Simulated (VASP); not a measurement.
Level of theory: LDA (Ceperley-Alder, Perdew-Zunger), VASP's LDA PAW potentials (set 64) (plane waves; VASP).

VASP ran on this input.

**INCAR**
```
! general
SYSTEM   =  PbTe
PREC     =  Accurate
ENCUT    =  400
LREAL    =  .FALSE.
LASPH    =  .TRUE.

! electronic loop
EDIFF    =  1E-7
NELM     =  100
ALGO     =  Normal
LMAXMIX  =  4

! smearing
ISMEAR   =  -5

! ions
ISIF     =  2

! output
LWAVE    =  .FALSE.
LCHARG   =  .TRUE.
LORBIT   =  11
NEDOS    =  601
```

**KPOINTS**
```
K-points
0
gamma
  8 8 8
0 0 0
```

File POSCAR:
```
PbTe
1
    0.0000000000     3.1915908012     3.1915908012
    3.1915908012     0.0000000000     3.1915908012
    3.1915908012     3.1915908012     0.0000000000
Te Pb
1 1
Direct
  0.5000000000   0.5000000000   0.5000000000
  0.0000000000   0.0000000000   0.0000000000
```

POTCAR, in this order: Te Pb_d (LDA.64 set). Program: vasp_std.

The run wrote:

### OUTCAR
```
 ion  position               nearest neighbor table
   1  0.500  0.500  0.500-   2 3.19   2 3.19   2 3.19   2 3.19   2 3.19   2 3.19
   2  0.000  0.000  0.000-   1 3.19   1 3.19   1 3.19   1 3.19   1 3.19   1 3.19
  LATTYP: Found a face centered cubic cell.
 ALAT       =     6.3831816024
 Subroutine PRICEL returns:
 Original cell was already a primitive cell.
 Subroutine GETGRP returns: Found 48 space group operations
The static configuration has the point symmetry O_h .
The dynamic configuration has the point symmetry O_h .
 Subroutine INISYM returns: Found 48 space group operations
 Subroutine IBZKPT returns following result:
 Found     29 irreducible k-points:

 Following reciprocal coordinates:
            Coordinates               Weight
  0.000000  0.000000  0.000000      1.000000
  0.125000  0.000000  0.000000      8.000000
  0.250000  0.000000  0.000000      8.000000
  0.375000  0.000000  0.000000      8.000000
  0.500000  0.000000  0.000000      4.000000
  0.125000  0.125000  0.000000      6.000000
  0.250000  0.125000  0.000000     24.000000
  0.375000  0.125000  0.000000     24.000000
  0.500000  0.125000  0.000000     24.000000
...
```

OSZICAR:
```
       N       E                     dE             d eps       ncg     rms          rms(c)
DAV:   1     0.134351030094E+03    0.13435E+03   -0.80616E+03   836   0.113E+03
DAV:   2     0.732144978425E+00   -0.13362E+03   -0.13163E+03   848   0.309E+02
DAV:   3    -0.866010596910E+01   -0.93923E+01   -0.93693E+01  1082   0.897E+01
DAV:   4    -0.888387446498E+01   -0.22377E+00   -0.22372E+00  1006   0.168E+01
DAV:   5    -0.889058075460E+01   -0.67063E-02   -0.67062E-02  1126   0.235E+00    0.366E+00
DAV:   6    -0.878299342146E+01    0.10759E+00   -0.24392E-01  1158   0.431E+00    0.230E+00
DAV:   7    -0.877540844075E+01    0.75850E-02   -0.66901E-02  1036   0.155E+00    0.904E-01
DAV:   8    -0.877475193108E+01    0.65651E-03   -0.75929E-03   998   0.999E-01    0.121E-01
DAV:   9    -0.877469807537E+01    0.53856E-04   -0.87641E-04  1150   0.325E-01    0.317E-02
DAV:  10    -0.877469361127E+01    0.44641E-05   -0.56450E-05   910   0.659E-02    0.246E-02
DAV:  11    -0.877469367833E+01   -0.67060E-07   -0.18718E-05  1092   0.322E-02    0.918E-03
DAV:  12    -0.877469379147E+01   -0.11314E-06   -0.14113E-06   944   0.114E-02    0.788E-03
DAV:  13    -0.877469379651E+01   -0.50391E-08   -0.26928E-08   532   0.135E-03
   1 F= -.87746938E+01 E0= -.87746938E+01  d E =0.000000E+00
```

OUTCAR:
```
------------------------ aborting loop because EDIFF is reached ----------------------------------------
  FORCE on cell =-STRESS in cart. coord.  units (eV):
  Direction    XX          YY          ZZ          XY          YZ          ZX
  --------------------------------------------------------------------------------------
  Total       -0.0005705     -0.0005705     -0.0005705      0.0000000      0.0000000      0.0000000
  in kB       -0.0140574     -0.0140574     -0.0140574      0.0000000      0.0000000      0.0000000
  external PRESSURE =      -0.0140574 kB  Pullay stress =       0.0000000 kB
  volume of cell :       65.02
      direct lattice vectors                 reciprocal lattice vectors
     0.000000000  3.191590801  3.191590801    -0.156661687  0.156661687  0.156661687
     3.191590801  0.000000000  3.191590801     0.156661687 -0.156661687  0.156661687
     3.191590801  3.191590801  0.000000000     0.156661687  0.156661687 -0.156661687
  FREE ENERGIE OF THE ION-ELECTRON SYSTEM (eV)
  ---------------------------------------------------
  free  energy   TOTEN  =        -8.7746937965 eV

  energy  without entropy=       -8.7746937965  energy(sigma->0) =       -8.77469380

 total charge

# of ion       s       p       d       tot
------------------------------------------
    1        1.383   2.005   0.022   3.410
    2        1.455   0.618   9.830  11.904
--------------------------------------------------
tot          2.839   2.623   9.853  15.315
```
(Selected blocks of OUTCAR.)

The compound is PbTe in the rock salt structure. It was relaxed first.
